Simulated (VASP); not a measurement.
VASP input:

KPOINTS:
```
Automatic mesh
0
Gamma
4 4 4
0 0 0
```

POSCAR:
```
CsPbCl3
1
    5.7946827412     0.0000000000     0.0000000000
    0.0000000000     5.7946827412     0.0000000000
    0.0000000000     0.0000000000     5.7946827412
Cs Pb Cl
1 1 3
Direct
  0.0000000000   0.0000000000   0.0000000000
  0.5000000000   0.5000000000   0.5000000000
  0.5000000000   0.0000000000   0.5000000000
  0.0000000000   0.5000000000   0.5000000000
  0.5000000000   0.5000000000   0.0000000000
```

**INCAR**
```
SYSTEM = CsPbCl3
PREC = Accurate
ENCUT = 520
EDIFF = 1E-7
NELM = 100
ALGO = Normal
LREAL = .FALSE.
LASPH = .TRUE.
ISMEAR = 0
SIGMA = 0.05
GGA = PE
IVDW = 11
LMAXMIX = 4
LWAVE = .FALSE.
LCHARG = .FALSE.
ISIF = 2
```

POTCAR, in this order: Cs_sv Pb_d Cl (PBE.64 set). Program: vasp_std.

Problem. Write an equivalent input for Quantum ESPRESSO's pw.x.

Solution. One equivalent input (not run):
```
&CONTROL
  calculation = 'scf'
  pseudo_dir = './pseudo'
  outdir = './out'
  tprnfor = .true.
  tstress = .true.
/
&SYSTEM
  ibrav = 0
  nat = 5
  ntyp = 3
  ecutwfc = 62.5
  occupations = 'smearing'
  smearing = 'gaussian'
  degauss = 0.003675
  input_dft = 'pbe'
  vdw_corr = 'grimme-d3'
  dftd3_version = 3
  dftd3_threebody = .false.
/
&ELECTRONS
  conv_thr = 7.3e-09
  electron_maxstep = 100
/
ATOMIC_SPECIES
  Cs 132.905 Cs.upf
  Pb 207.200 Pb.upf
  Cl 35.450 Cl.upf
CELL_PARAMETERS angstrom
     5.7946827    0.0000000    0.0000000
     0.0000000    5.7946827    0.0000000
     0.0000000    0.0000000    5.7946827
ATOMIC_POSITIONS crystal
  Cs   0.0000000  0.0000000  0.0000000
  Pb   0.5000000  0.5000000  0.5000000
  Cl   0.5000000  0.0000000  0.5000000
  Cl   0.0000000  0.5000000  0.5000000
  Cl   0.5000000  0.5000000  0.0000000
K_POINTS automatic
  4 4 4 0 0 0
```
Limits of the translation: the potentials are each code's own (VASP's PAW set, PseudoDojo norm-conserving files in pw.x), so ENCUT and ecutwfc are chosen apart and not converted; conv_thr bounds pw.x's estimated SCF error, while EDIFF bounds the energy change between steps.

The compound is CsPbCl3 in the cubic perovskite structure, the ideal cubic form; the compound distorts at low or room temperature. This cell is one point of a volume scan, at 1.06 of the reference volume.
